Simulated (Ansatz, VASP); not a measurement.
## GaAs: VASP beside Ansatz

Aim: how closely do two programs agree when they are given the same cell, functional and k mesh? The cell is taken from a series of runs on this material, whose earlier steps may have relaxed, scaled, displaced or heated it; both programs get it as it stands.

Program: Ansatz 0.2.0. Level of theory: plane waves, with VASP 6.6.1 beside it; single point at HSE06. Results are calculated unless marked as measured.

## Step 1: Set-up

Symmetry: F-43m, No. 216, cubic system. Conventional cell: a = 5.770 Å, b = 5.770 Å, c = 5.770 Å, α = 90.00°, β = 90.00°, γ = 90.00°. As has 4 Ga at 2.50 Å nearest. Ga has 4 As at 2.50 Å nearest. Farther neighbours are not listed.

## Step 2: Ansatz: single point, HSE06

Ansatz runs on its PAW soft_1 files.

A single point gives forces, pressure and levels at one fixed geometry, so differences don't come from the geometry; what else differs is listed under the comparison.

The input, input.yaml:

```yaml
crystal:
  lattice:
    - [0.0, 2.8851458196, 2.8851458196]
    - [2.8851458196, 0.0, 2.8851458196]
    - [2.8851458196, 2.8851458196, 0.0]
  atoms:
    - { symbol: As, position: [0.75, 0.75, 0.75] }
    - { symbol: Ga, position: [0.0, 0.0, 0.0] }
kpoints:
  mp_grid: { grid: [6, 6, 6] }
scf:
  occupations: { method: fermi_dirac, width: 0.02 }
hamiltonian:
  xc: hse06
  pseudopotentials: { kind: paw, azcp: { folder: soft_1 } }
basis:
  ecutwfc: 600
output:
  forces: true
  stress: true
```

On the command line:

```console
ansatz run input.yaml --threads 8 --pin off --max-ram 18432MiB --backend cpu --events-out ev --progress --plain --runs-dir out
```

Numbers of over 12 decimals in the logs are rounded to 6 here.

The log of the run:

```text
Warning: output.stress: scf.convergence.dr2_threshold = 1e-7 eV (the SCF's general default) is looser than the 2e-10 eV advised for a printed stress (1e-10 eV for each atom of the cell: 2). What an SCF threshold leaves in a stress goes as its square root, and in the free energy as the threshold itself, and one threshold admits the most on a small cell: [figures from the program's tests cut] Set scf.convergence.dr2_threshold to 2e-10 eV or tighter. The threshold is an SCF's pass mark: one that does not reach it within its budget of iterations ends unconverged, or closes short of it on a stop that the run arms, and scf.convergence.dr2_threshold's page says what that costs each kind of run
Warning: output.stress: scf.exx.energy_threshold = 1e-6 eV is looser than the 2e-8 eV advised for a stress under a hybrid functional (1e-8 eV for each atom of the cell: 2). Every SCF of the exchange loop can meet its threshold on dr2 while the loop round them stops early: no threshold on dr2 bounds what that leaves in the stress. Set scf.exx.energy_threshold to 2e-8 eV or tighter. The threshold is the loop's pass mark: a loop that does not reach it within its budget of cycles ends unconverged, and scf.exx.energy_threshold's page has the law
Engine: ansatz 0.2.0, aarch64-unknown-linux-gnu
Pseudopotentials: kind: paw
Pseudopotential: As, paw, valence charge 15, recommended cutoff 420 eV (normal), soft_1/As.paw.azcp
Pseudopotential: Ga, paw, valence charge 13, recommended cutoff 420 eV (normal), soft_1/Ga.paw.azcp
Functional definition: HSE06
  parameter a = 0.25
  parameter omega = 0.11/bohr
  exchange = pbe_x - a*pbe_x_sr(omega) + a*exact_x_sr(omega)
  correlation = pbe_c
Crystal: 2 atoms, lattice volume = 48.032 Å³
Basis set: ecut = 600 eV, 1639 PW (Γ), exchange–correlation on 72×72×72 points (8 copies of the dense FFT grid, shifted against one another)
Bands: 18, of which v1, the nominal top of the filled ones, is band 14 counted from 1 (13 counted from 0)
Symmetry: 24 space group operations
Space group: F-43m (ITA 216), of the structure as read, at distance tolerance 3.6e-5 Å
k-points: 16 of 216 (time reversal used)
Non-local potential: As, projectors of the file, l = 0: 2, l = 1: 2, l = 2: 3, l = 3: 1
Non-local potential: Ga, projectors of the file, l = 0: 2, l = 1: 2, l = 2: 3, l = 3: 1
PAW form: soft (Blöchl's): semilocal exchange-correlation on the pseudo side does not see the compensation charge
PAW frozen core: As, regenerated for the run's functional, and the local potential with it (the file was generated under x = pbe(κ = 0.804, μ = 0.219515), c = pbe(β = 0.066725))
PAW frozen core: Ga, regenerated for the run's functional, and the local potential with it (the file was generated under x = pbe(κ = 0.804, μ = 0.219515), c = pbe(β = 0.066725))
PAW one-centre angular grid: As, 590 points (default); XC on 64 Gauss nodes
PAW one-centre angular grid: Ga, 590 points (default); XC on 64 Gauss nodes
Initial density: superposition of atomic densities (chi_scale 0.1, normalization cell, long waves kept (reshape's long-wave potential 0.00 eV rms))
Initial wavefunctions: pseudopotential atomic-orbital guess
Functional: x = pbe(κ = 0.804, μ = 0.219515), c = pbe(β = 0.066725), warm-up for x = pbe(κ = 0.804, μ = 0.219515) + 0.25 (exact − pbe) at short range (hse, ω = 0.207870 Å⁻¹), c = pbe(β = 0.066725); HSE06 as pw.x's `hse` composes it (authors' and Libxc's form: `xc: wpbeh`)
SCF iter   1: F=—  HF=-8639.859258 eV  |F-HF|=—  |Δ(HF+E_count)|=         —  Δρ=4.21e-2  dr2=4.31e-1  ethr=1.00e-1  ⟨swp⟩=5.5  Hψ=773  notcnv=0
preconditioner: auto → none  [insulator: Δε(μ)=0.066 eV  Ē_g=15.465 eV  σ=0.020 eV  W_gap=0.64  n_scr=14 (ndim 8)  ℏωp=22.7 eV  f_vac=0.007  D(μ)=0.20/eV (n_scr^D=0)]
SCF iter   2: F=—  HF=-8639.863177 eV  |F-HF|=—  |Δ(HF+E_count)|=   3.92e-3  Δρ=1.90e-2  dr2=1.02e-1  ethr=1.54e-3  ⟨swp⟩=4.6  Hψ=781  notcnv=0
iter 3 solved again at ethr=1.11e-5 eV; its pass at ethr=3.63e-4 eV (dr2=3.10e-3 eV) is discarded
SCF iter   3: F=—  HF=-8639.854442 eV  |F-HF|=—  |Δ(HF+E_count)|=   8.74e-3  Δρ=3.47e-3  dr2=3.14e-3  ethr=1.11e-5  ⟨swp⟩=4.2  Hψ=1471  notcnv=0  defer=4
SCF iter   4: F=—  HF=-8639.850108 eV  |F-HF|=—  |Δ(HF+E_count)|=   4.33e-3  Δρ=1.08e-3  dr2=6.34e-4  ethr=1.11e-5  ⟨swp⟩=4.0  Hψ=946  notcnv=0
SCF iter   5: F=—  HF=-8639.849928 eV  |F-HF|=—  |Δ(HF+E_count)|=   1.80e-4  Δρ=4.65e-4  dr2=6.04e-5  ethr=2.27e-6  ⟨swp⟩=3.1  Hψ=572  notcnv=0
SCF iter   6: F=—  HF=-8639.849981 eV  |F-HF|=—  |Δ(HF+E_count)|=   5.33e-5  Δρ=3.39e-4  dr2=6.25e-5  ethr=2.16e-7  ⟨swp⟩=4.1  Hψ=871  notcnv=0
SCF iter   7: F=—  HF=-8639.849963 eV  |F-HF|=—  |Δ(HF+E_count)|=   1.85e-5  Δρ=1.43e-4  dr2=1.05e-5  ethr=2.16e-7  ⟨swp⟩=2.2  Hψ=516  notcnv=0
SCF iter   8: F=—  HF=-8639.849961 eV  |F-HF|=—  |Δ(HF+E_count)|=   1.66e-6  Δρ=1.77e-5  dr2=2.42e-7  ethr=3.75e-8  ⟨swp⟩=3.2  Hψ=668  notcnv=0
SCF iter   9: F=—  HF=-8639.849961 eV  |F-HF|=—  |Δ(HF+E_count)|=   7.05e-8  Δρ=1.40e-5  dr2=5.44e-8  ethr=8.63e-10  ⟨swp⟩=4.0  Hψ=824  notcnv=0
[...]
SCF 1 converged in 11 iterations: F = -8639.849961 eV  dr2 = 1.35e-11
  greatest PAW one-centre occupation: 0.999 electrons in one spin orbital (limit 2), on the As atom at site 0 (counted from 0), in its partial waves of l = 2
Initial density: handed on by an earlier stage of this run
Initial wavefunctions: those handed on with the density
Functional: x = pbe(κ = 0.804, μ = 0.219515) + 0.25 (exact − pbe) at short range (hse, ω = 0.207870 Å⁻¹), c = pbe(β = 0.066725); HSE06 as pw.x's `hse` composes it (authors' and Libxc's form: `xc: wpbeh`)
Exchange kernel: α = 0.2500, screened, ω = 0.2079 Å⁻¹, Wigner–Seitz truncation, v(0) = 1046.7102 eV·Å³, q-mesh 6×6×6, nearest image of the exchange supercell L = 24.48 Å, pair-density grid 18×18×18, without the augmentation charges, whose exchange is taken in its separable form by FFT convolution over the k-point mesh (sized by the pseudopotential files, 27×27×27 at the most), smooth part of the exact exchange by density-matrix convolution
Frozen-core exchange: fock
[...]
eigensolver tolerance schedule calibrated: the retry pair's looser diagonalisation under-reported the residual by θ = 0.50 (0.15/decade); ethr = c·dr2/N_el runs at the constant in force after the calibration composes with the one it found (an armed cap, an earlier calibration), c = 4.2e-2
preconditioner: auto → none  [insulator: Δε(μ)=0.791 eV  Ē_g=17.900 eV  σ=0.020 eV  W_gap=1.00  n_scr=14 (ndim 8)  ℏωp=22.7 eV  f_vac=0.101  D(μ)=0.00/eV (n_scr^D=0)]
SCF iter   2: F=—  HF=-8641.573306 eV  |F-HF|=—  |Δ(HF+E_count)|=   1.96e-2  Δρ=3.36e-3  dr2=2.96e-3  ethr=4.86e-5  ⟨swp⟩=4.0  Hψ=945  notcnv=0
SCF iter   3: F=—  HF=-8641.582996 eV  |F-HF|=—  |Δ(HF+E_count)|=   9.69e-3  Δρ=3.50e-3  dr2=1.99e-3  ethr=2.96e-6  ⟨swp⟩=4.1  Hψ=993  notcnv=0
SCF iter   4: F=—  HF=-8641.582776 eV  |F-HF|=—  |Δ(HF+E_count)|=   2.20e-4  Δρ=1.17e-3  dr2=3.06e-4  ethr=2.83e-6  ⟨swp⟩=3.0  Hψ=602  notcnv=0
SCF iter   5: F=—  HF=-8641.582779 eV  |F-HF|=—  |Δ(HF+E_count)|=   3.53e-6  Δρ=3.04e-5  dr2=1.66e-5  ethr=3.10e-7  ⟨swp⟩=3.0  Hψ=534  notcnv=0
SCF iter   6: F=-8641.582975 eV  HF=-8641.582987 eV  |F-HF|=1.21e-5  |Δ(HF+E_count)|=   2.07e-4  Δρ=1.94e-4  dr2=7.47e-6  ethr=4.75e-10  ⟨swp⟩=5.1  Hψ=1257  notcnv=0  defer=1
SCF 2 stopped early in 6 iterations: F = -8641.582975 eV  dr2 = 7.47e-6
hybrid outer 1: dexx = +1.156e-2 eV, tail = 8.72e-5 eV
Exchange kernel: α = 0.2500, screened, ω = 0.2079 Å⁻¹, Wigner–Seitz truncation, v(0) = 1046.7102 eV·Å³, q-mesh 6×6×6, nearest image of the exchange supercell L = 24.48 Å, pair-density grid 18×18×18, without the augmentation charges, whose exchange is taken in its separable form by FFT convolution over the k-point mesh (sized by the pseudopotential files, 27×27×27 at the most), smooth part of the exact exchange by density-matrix convolution
Frozen-core exchange: fock
SCF iter   1: F=—  HF=-8641.583018 eV  |F-HF|=—  |Δ(HF+E_count)|=         —  Δρ=7.57e-5  dr2=2.02e-6  ethr=1.56e-6  ⟨swp⟩=3.6  Hψ=638  notcnv=0
preconditioner: auto → none  [insulator: Δε(μ)=0.907 eV  Ē_g=17.729 eV  σ=0.020 eV  W_gap=1.00  n_scr=14 (ndim 8)  ℏωp=22.7 eV  f_vac=0.099  D(μ)=0.00/eV (n_scr^D=0)]
SCF iter   2: F=—  HF=-8641.583024 eV  |F-HF|=—  |Δ(HF+E_count)|=   5.99e-6  Δρ=6.62e-5  dr2=1.21e-6  ethr=6.40e-9  ⟨swp⟩=4.9  Hψ=987  notcnv=0
SCF iter   3: F=—  HF=-8641.583023 eV  |F-HF|=—  |Δ(HF+E_count)|=   2.03e-7  Δρ=2.35e-5  dr2=1.41e-7  ethr=4.02e-9  ⟨swp⟩=3.0  Hψ=593  notcnv=0
SCF iter   4: F=—  HF=-8641.583024 eV  |F-HF|=—  |Δ(HF+E_count)|=   1.98e-7  Δρ=8.38e-6  dr2=2.26e-8  ethr=4.27e-10  ⟨swp⟩=4.1  Hψ=783  notcnv=0  defer=1
SCF iter   5: F=-8641.583024 eV  HF=-8641.583024 eV  |F-HF|=1.51e-9  |Δ(HF+E_count)|=   9.64e-9  Δρ=1.16e-6  dr2=1.27e-9  ethr=7.39e-11  ⟨swp⟩=4.0  Hψ=765  notcnv=0
SCF 3 converged in 5 iterations: F = -8641.583024 eV  dr2 = 1.27e-9
  Residual-converged pass: ⟨swp⟩=3.0  Hψ=606  notcnv=0  max |occ|·‖R‖ = 2.4e-6 eV (tolerance 2.4e-6 eV)  dr2=1.30e-9  dr2_onsite=8.06e-10  max |Δocc| = 2.8e-17
hybrid outer 2: dexx = +1.885e-6 eV, tail = 3.91e-8 eV, Δε = 5.53e-3 eV (about 1.60e-4 eV left of the loop's levels)
hybrid SCF converged: 2 outer / 11 inner (+11 warm-up), last move |dexx| = 1.88e-6 eV, tail = 3.91e-8 eV
Stability not checked: this state was not tested for a lower state beside it, because the functional holds exact exchange (a hybrid, or Hartree-Fock), whose exchange loop this test does not read (fock_operator; see scf.lower_state_search)
Free energy (F): -8641.583023 eV
Frozen-core exchange: fock
Harris-Foulkes:  -8641.583023 eV  (|F-HF|=1.51e-9)
Internal energy: -8641.583023 eV  (E = F + TS)
E sigma→0 (E₀):  -8641.583023 eV
Fermi energy:    7.204146 eV
--- Per-component energies (eV) ---
  E_band       = -414.046555
  E_kinetic    = 206.202672
  E_local      = -3749.726898  (includes V_loc(G=0)·N_el)
  E_nonlocal   = -486.313764
  E_hartree    = 2174.260294
  E_xc         = -107.349201
  E_vxc        = -103.284443  (∫ρ·V_xc dr)
  E_exx        = -109.173893  (= α·E_x^exact, valence–valence)
  E_paw        = -3924.635608  (= ΣΔE_a)
  E_vpaw       = -411.096424  (= ΣTr[D̂ρ^β])
  E_aug_tail   = -0.000002  (compensation charges beyond the density's cutoff)
  E_ewald      = -2644.198637
  E_core_change = -0.647986  (= ΣΔE_core)
  E_smearing   = -0.000000  (= −TS)
  E_closure    = 0.000000  (closes the sum)
  Σ components = -8641.583023   (vs F -8641.583023, Δ=0.00e0)
--- Forces (eV/Å), atoms counted from 1 ---
  atom   1  As     0.00000000     0.00000000     0.00000000
  atom   2  Ga     0.00000000    -0.00000000     0.00000000
  max |Σ_I F_I| component: 1.85e-17 eV/Å
--- Stress (GPa, compression-positive) ---
       -2.988250       0.000000      -0.000000
        0.000000      -2.988250       0.000000
       -0.000000       0.000000      -2.988250
  P = ⅓ Tr σ = -2.9882 GPa (-29.882 kbar)
--- Band table (eV; the first three rows and the last of 16) ---
  k-point 0: bands = [... 10 lower, -6.7653, 6.7390, 6.7390, 6.7390, 7.6473]
  k-point 1: bands = [... 10 lower, -6.4486, 3.9769, 6.3717, 6.3717, 8.8913]
  k-point 2: bands = [... 10 lower, -5.6292, 1.1673, 5.8209, 5.8209, 8.5226]
  k-point 15: bands = [... 10 lower, -4.2543, -0.2133, 3.3886, 3.5637, 10.7047]
  guard bands above this table: 3 of the run's 18 bands. The solve was not asked for them (output.publish_guard_bands: true or output.eigenvalues: true publishes all)
```

Reading the cycles: dr2 is the Hartree energy of the density residual (eV), the measure of convergence; HF is the Harris–Foulkes estimate of the energy, which meets the free energy F at convergence.

The run ends at a pressure of -2.99 GPa.

(Continued in part 2 of 2.)

[Lines on the potential files, build, host, timing and source positions are cut from VASP's logs without a mark.]

[Logs are printed without paths, hosts, clocks, repeated set-up lines and the standing remarks that a program may print on its own settings, such as how far it seeks lower states.]

[Hosts, paths, dates, database ids (printed as entryN), source tags and the programs' standing remarks are cut or masked in the printed files.]
